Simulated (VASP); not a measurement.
Input for VASP

KPOINTS:
```
Automatic mesh
0
Gamma
16 16 16
0 0 0
```

**INCAR**
```
# general
SYSTEM  = W
PREC    = Accurate
ENCUT   = 520
LREAL   = F
LASPH   = T

# electronic loop
EDIFF   = 1E-7
NELM    = 100
ALGO    = Normal
LMAXMIX = 6

# smearing
ISMEAR  = 1
SIGMA   = 0.1

# functional
GGA     = RP

# ions
ISIF    = 2

# output
LWAVE   = F
LCHARG  = F
```

POSCAR:
```
W
1.583770
 -0.9999997498   0.9999997498   0.9999997498
  0.9999997498  -0.9999997498   0.9999997498
  0.9999997498   0.9999997498  -0.9999997498
W
1
Cart
  0.0000000000   0.0000000000   0.0000000000
```

POTCAR, in this order: W_sv (PBE.64 set). Program: vasp_std.

**Question.** Write an equivalent input for Quantum ESPRESSO's pw.x.

**Answer.** One equivalent input (not run):
```
&CONTROL
  calculation = 'scf'
  pseudo_dir = './pseudo'
  outdir = './out'
  tprnfor = .true.
  tstress = .true.
/
&SYSTEM
  ibrav = 0
  nat = 1
  ntyp = 1
  ecutwfc = 74
  occupations = 'smearing'
  smearing = 'methfessel-paxton'
  degauss = 0.00735
  input_dft = 'rpbe'
/
&ELECTRONS
  conv_thr = 7.3e-09
  electron_maxstep = 100
/
ATOMIC_SPECIES
  W 183.840 W.upf
CELL_PARAMETERS angstrom
    -1.5837696    1.5837696    1.5837696
     1.5837696   -1.5837696    1.5837696
     1.5837696    1.5837696   -1.5837696
ATOMIC_POSITIONS crystal
  W    0.0000000  0.0000000  0.0000000
K_POINTS automatic
  16 16 16 0 0 0
```
The two are equivalent in intent, not identical: the potentials are each code's own (VASP's PAW set, PseudoDojo norm-conserving files in pw.x), so ENCUT and ecutwfc are chosen apart and not converted; conv_thr bounds pw.x's estimated SCF error, while EDIFF bounds the energy change between steps.

The compound is W in the bcc structure. This cell is one point of a volume scan, at 0.97 of the reference volume.
